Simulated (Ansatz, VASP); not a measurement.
**One calculation of Ta5Ti3, two programs**

```
CELL_PARAMETERS angstrom
3.30928 0.00000 0.00000
0.00000 3.30928 0.00000
0.00000 0.00000 13.06113
ATOMIC_POSITIONS crystal
Ti 0.50000 0.50000 0.62414
Ti 0.50000 0.50000 0.37586
Ti 0.00000 0.00000 0.50000
Ta 0.00000 0.00000 0.74615
Ta 0.00000 0.00000 0.25385
Ta 0.00000 0.00000 0.00000
Ta 0.50000 0.50000 0.87204
Ta 0.50000 0.50000 0.12796
```

Alike in both runs: functional PBE; k mesh 5 × 5 × 2; occupations gaussian, width 0.2 eV; no spin polarisation.

Ansatz relaxed the structure, and its values are those at the end. VASP's run is a single point on that final structure, the one shown.

```csv
,VASP,Ansatz
version,VASP 6.6.1,Ansatz 0.2.0
potentials or method,"VASP PAW PBE potentials, release 64 (Ti_sv, Ta_pv)","scalar-relativistic, plane waves, PAW"
plane-wave cutoff (eV),520,420
valence electrons in the cell,91,101
```

```csv
,VASP,Ansatz,Ansatz less VASP
gap on the k mesh at the Fermi level (eV),none,none,-
pressure (GPa),-0.2,-0.1,+0.04
rms of the force components (eV/Å),0.026,0.026,+0.0007
```

A gap of «none» marks a metal or a gap that the smearing closes. The two sets of potentials don't hold the same shells in valence.

Caveats: the k mesh is coarse (spacing up to 0.38 Å⁻¹), so the values aren't converged. The runs have no spin-orbit coupling, so splittings on Ta are missing.
